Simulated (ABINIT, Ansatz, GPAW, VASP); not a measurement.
One structure in several programs: Ba (Im-3m, 1 atom in the cell)

Self-consistent single point.

```xyz
1
Lattice="-2.5150 2.5150 2.5150 2.5150 -2.5150 2.5150 2.5150 2.5150 -2.5150" Properties=species:S:1:pos:R:3 pbc="T T T"
Ba     0.0000     0.0000     0.0000
```

Shared settings, as Ansatz (a quantum-chemistry and plane-wave program) writes them: kpoints.mp_grid.grid = 12 12 12; scf.occupations.method = gaussian; scf.occupations.width = 0.1 eV. Potentials and cutoffs stand in the table.

| code | model | pressure (GPa) | cutoff |
|---|---|---|---|
| Ansatz | LDA (PW92), default PAW files made with PBE | -1.35 | default |
| VASP | LDA (PZ), VASP's LDA PAW potentials (set 64) | -1.33 | 300 eV |
| ABINIT | LDA (PW92), norm-conserving pseudopotentials (PseudoDojo nc-sr-04 LDA standard) | -1.36 | 56 Ry |
| GPAW | LDA (Perdew-Wang 92), GPAW PAW datasets LDA (gpaw-data 1.0.1) | -1.31 | 550 eV |

The spread over the programs that give each value: pressure within 0.05 GPa.

Ansatz's pressure is given at a fixed set of plane waves, as the other plane-wave codes print theirs. The same LDA comes in different parametrisations, which differ slightly.

VASP's run is marked for a possible Pulay error in its stress at this cutoff; no cutoff test was made.

The starting cell has typed, rounded lattice constants, without a prior relaxation at this level. Its lattice was rescaled by a random factor within 2.5 % of one.

Left out of this page: CP2K, Elk, FLEUR and SIESTA (not drawn, or without a comparable value).

Keys are those of Ansatz 0.2.
